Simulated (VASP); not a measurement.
A convergence study with VASP on Cs (space group Im-3m): a few settings are varied, all else stays as given below, so the limit is that of these other settings.

```xyz
1
Lattice="-3.0347 3.0347 3.0347 3.0347 -3.0347 3.0347 3.0347 3.0347 -3.0347" Properties=species:S:1:pos:R:3 pbc="T T T"
Cs     0.0000     0.0000     0.0000
```

Level of theory: PBEsol GGA, VASP's PBE PAW potentials (set 64) (plane waves; VASP). The last row used: 300 eV cut-off, 13×13×13 Γ-centred mesh, Gaussian smearing of 0.010 eV, potentials Cs_sv.

| setting | E (eV/atom) | pressure (GPa) | irreducible k-points |
|---|---|---|---|
| SIGMA = 1.0 | -0.9523 | -0.04 | 84 |
| SIGMA = 0.5 | -0.9453 | -0.08 | 84 |
| SIGMA = 0.3 | -0.9428 | -0.09 | 84 |
| SIGMA = 0.2 | -0.9422 | -0.09 | 84 |
| SIGMA = 0.1 | -0.9426 | -0.09 | 84 |
| SIGMA = 0.05 | -0.9426 | -0.09 | 84 |
| SIGMA = 0.02 | -0.9425 | -0.09 | 84 |
| SIGMA = 0.01 | -0.9425 | -0.09 | 84 |

Left out are rungs that failed or repeat a setting and relaxations that didn't move; long series are thinned to 24 rows.

The structure is a typed Cs crystal (space group no. 229). The cell was not relaxed at this level.
